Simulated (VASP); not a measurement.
A run of VASP 6.6.1:

File INCAR:

```
  PREC = Accurate
  ENCUT = 520
  EDIFF = 1E-7
  ISMEAR = 0
  SIGMA = 0.05
  LREAL = F
  LASPH = T
  NELM = 100
  ALGO = Normal
  ISIF = 2
  LWAVE = F
  LCHARG = T
  LDIPOL = T
  IDIPOL = 3
  DIPOL = 0.5 0.5 0.500
  GGA = PS
  IVDW = 11
  LELF = T
  LVHAR = T
  LVACPOTAV = T
```

Contents of KPOINTS:

```
Automatic mesh
0
Gamma
  7 6 1
```

File POSCAR:

```
CuSe2
1.0
    3.7468000000      0.0000000000      0.0000000000
    0.0000000000      5.0226000000      0.0000000000
    0.0000000000      0.0000000000     22.6219501400
Se Cu
6 3
Direct
    0.5000000000      0.6835000000      0.3315364040
    0.5000000000      0.3165000000      0.3945835830
    0.0000000000      0.8165000000      0.4684764105
    0.0000000000      0.1835000000      0.5315235895
    0.5000000000      0.6835000000      0.6054164170
    0.5000000000      0.3165000000      0.6684635960
    0.0000000000      0.0000000000      0.3630599935
    0.5000000000      0.5000000000      0.5000000000
    0.0000000000      0.0000000000      0.6369400065
```

Potentials or basis: VASP PAW PBE potentials, release 64 (Se, Cu).

Command:

```console
$ cat potpaw_PBE.64/Se/POTCAR potpaw_PBE.64/Cu/POTCAR > POTCAR
$ mpirun -np 1 vasp_std > vasp.out
```

Hardware: 1 thread of Intel(R) Xeon(R) 6975P-C (Granite Rapids), with other jobs on the host.

Estimate the wall time of this run.

Wall time 5.5 min on 1 thread of Intel(R) Xeon(R) 6975P-C (Granite Rapids), on a shared host, peak memory 0.55 GiB. Counts: scf iterations 29, k points 16.
